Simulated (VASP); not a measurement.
All values below come from r2SCAN meta-GGA, VASP's PBE PAW potentials (set 64) (plane waves; VASP 6.6.1).

VASP input:

### INCAR
```
SYSTEM = CsPbCl3
PREC = Accurate; ENCUT = 400; LREAL = .False.
LASPH = .True.; NBANDS = 78
EDIFF = 1E-7; NELM = 100; ALGO = Normal
LMAXMIX = 4; LMIXTAU = .True.
ISMEAR = 0; SIGMA = 0.01
METAGGA = R2SCAN
LWAVE = .False.; LCHARG = .False.; NEDOS = 1001
LOPTICS = .True.; LPEAD = .True.; CSHIFT = 0.1
```

### KPOINTS
```
Automatic mesh
0
Gamma
5 5 5
0 0 0
```

**POSCAR**
```
CsPbCl3
5.6730760
  0.9999999873   0.0000000000   0.0000000000
  0.0000000000   0.9999999873   0.0000000000
  0.0000000000   0.0000000000   0.9999999873
Cs Pb Cl
1 1 3
direct
  0.0000000000   0.0000000000   0.0000000000
  0.5000000000   0.5000000000   0.5000000000
  0.5000000000   0.0000000000   0.5000000000
  0.0000000000   0.5000000000   0.5000000000
  0.5000000000   0.5000000000   0.0000000000
```

POTCAR, in this order: Cs_sv Pb_d Cl (PBE.64 set). Program: vasp_std.

Output

File OSZICAR:
```
       N       E                     dE             d eps       ncg     rms          rms(c)
DAV:   1     0.251449280849E+03    0.25145E+03   -0.14030E+04  1560   0.429E+02
DAV:   2    -0.770307584737E+02   -0.32848E+03   -0.29738E+03  1728   0.137E+02
DAV:   3    -0.118400111518E+03   -0.41369E+02   -0.40132E+02  1852   0.554E+01
DAV:   4    -0.119469737680E+03   -0.10696E+01   -0.10672E+01  1904   0.969E+00
DAV:   5    -0.119496547238E+03   -0.26810E-01   -0.26805E-01  2128   0.158E+00    0.522E+00
DAV:   6    -0.112207428635E+03    0.72891E+01   -0.19475E+00  2066   0.101E+01    0.422E+00
DAV:   7    -0.106701148661E+03    0.55063E+01   -0.80817E-01  1744   0.284E+00    0.209E+00
DAV:   8    -0.108128721238E+03   -0.14276E+01   -0.56698E-01  1794   0.242E+00    0.119E+00
DAV:   9    -0.108047138984E+03    0.81582E-01   -0.32607E-01  1590   0.188E+00    0.121E+00
DAV:  10    -0.108207650647E+03   -0.16051E+00   -0.16472E-01  1610   0.145E+00    0.296E-01
DAV:  11    -0.108155510353E+03    0.52140E-01   -0.20105E-01  1608   0.140E+00    0.439E-01
DAV:  12    -0.108166477837E+03   -0.10967E-01   -0.74381E-03  1874   0.222E-01    0.494E-01
DAV:  13    -0.108172304206E+03   -0.58264E-02   -0.28734E-03  1686   0.211E-01    0.356E-01
DAV:  14    -0.108169685978E+03    0.26182E-02   -0.18187E-02  1626   0.522E-01    0.404E-01
DAV:  15    -0.108179226249E+03   -0.95403E-02   -0.21595E-03  1620   0.153E-01    0.345E-01
DAV:  16    -0.108180700813E+03   -0.14746E-02   -0.12676E-04  1786   0.396E-02    0.279E-01
DAV:  17    -0.108183188407E+03   -0.24876E-02   -0.74069E-04  1734   0.115E-01    0.432E-02
DAV:  18    -0.108183355681E+03   -0.16727E-03   -0.10277E-04  1760   0.315E-02    0.195E-02
DAV:  19    -0.108183360729E+03   -0.50470E-05   -0.26933E-06  1928   0.607E-03    0.248E-02
DAV:  20    -0.108183363138E+03   -0.24100E-05   -0.35138E-07  1888   0.179E-03    0.221E-02
DAV:  21    -0.108183372735E+03   -0.95967E-05   -0.25249E-06  1680   0.600E-03    0.607E-03
DAV:  22    -0.108183373304E+03   -0.56852E-06   -0.20170E-07  1808   0.169E-03    0.768E-03
DAV:  23    -0.108183373272E+03    0.31295E-07   -0.43157E-08  1704   0.711E-04
   1 F= -.10818337E+03 E0= -.10818337E+03  d E =-.108912E-18
 imaginary and real dielectric function
```

### OUTCAR
```
------------------------ aborting loop because EDIFF is reached ----------------------------------------
  FORCE on cell =-STRESS in cart. coord.  units (eV):
  Direction    XX          YY          ZZ          XY          YZ          ZX
  --------------------------------------------------------------------------------------
  Total       -0.1032307     -0.1032307     -0.1032307      0.0000000     -0.0000000      0.0000000
  in kB       -0.9058653     -0.9058653     -0.9058653      0.0000000     -0.0000000      0.0000000
  external PRESSURE =      -0.9058653 kB  Pullay stress =       0.0000000 kB
  volume of cell :      182.58
      direct lattice vectors                 reciprocal lattice vectors
     5.673075928  0.000000000  0.000000000     0.176271217  0.000000000  0.000000000
     0.000000000  5.673075928  0.000000000     0.000000000  0.176271217  0.000000000
     0.000000000  0.000000000  5.673075928     0.000000000  0.000000000  0.176271217
 POSITION                                       TOTAL-FORCE (eV/Angst)
 -----------------------------------------------------------------------------------
      0.00000      0.00000      0.00000         0.000000      0.000000      0.000000
      2.83654      2.83654      2.83654         0.000000      0.000000      0.000000
      2.83654      0.00000      2.83654         0.000000      0.000000      0.000000
      0.00000      2.83654      2.83654         0.000000      0.000000      0.000000
      2.83654      2.83654      0.00000         0.000000      0.000000      0.000000
 -----------------------------------------------------------------------------------
    total drift:                                0.000000      0.000000     -0.000000
  FREE ENERGIE OF THE ION-ELECTRON SYSTEM (eV)
  ---------------------------------------------------
  free  energy   TOTEN  =      -108.1833732724 eV

  energy  without entropy=     -108.1833732724  energy(sigma->0) =     -108.18337327

 plasma frequency squared (from intraband transitions) (eV^2)
  --------------------------------------------------------------------------------------
       0.000       0.000       0.000
       0.000       0.000       0.000
       0.000       0.000       0.000

 plasma frequency squared (from interband transitions, int dw w eps(2)(w)) (eV^2)
  --------------------------------------------------------------------------------------
     273.943       0.000       0.000      -0.000      -0.000      -0.000
       0.000       0.000     273.943       0.000       0.000       0.000
      -0.000       0.000       0.000      -0.000     273.943       0.000
```
(Selected blocks of OUTCAR.)

The compound is CsPbCl3 in the cubic perovskite structure, the ideal cubic form; the compound distorts at low or room temperature. It was relaxed first.
